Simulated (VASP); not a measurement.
Input of a VASP 6.6.1 run:

INCAR

```
PREC     = Accurate       # precision mode
ENCUT    = 520            # plane-wave cutoff, eV
EDIFF    = 1E-6           # SCF threshold, eV
ISMEAR   = -1             # smearing method
SIGMA    = 0.13605693000000002 # smearing width, eV
LREAL    = F              # projectors in reciprocal space
LASPH    = T              # aspherical terms in the spheres
NELM     = 100            # most SCF steps
ALGO     = Normal         # electronic algorithm
ISIF     = 2              # what is computed and relaxed
LWAVE    = F              # write WAVECAR
LCHARG   = T              # write CHGCAR
LELF     = T              # ELF
LVHAR    = T            
NBANDS   = 18             # bands
```

KPOINTS

```
Automatic mesh
0
Gamma
  8 8 8
```

Contents of POSCAR:

```
Au
1.0
    0.0000000000      2.9697704894      2.9697704894
    2.9697704894      0.0000000000      2.9697704894
    2.9697704894      2.9697704894      0.0000000000
Au
2
Direct
    0.0000000000      0.0000000000      0.0000000000
    0.2500000000      0.2500000000      0.2500000000
```

Potentials or basis: VASP PAW LDA potentials, release 64 (Au).

Run with:

```bash
$ cat potpaw_LDA.64/Au/POTCAR > POTCAR
$ mpirun -np 1 vasp_std > vasp.out
```

Estimate the pressure.

0.6 GPa.

What does it give for the band gap on the k mesh?

None (metal or under the smearing width).

Spin-orbit coupling is left out, which matters for the levels of Au.
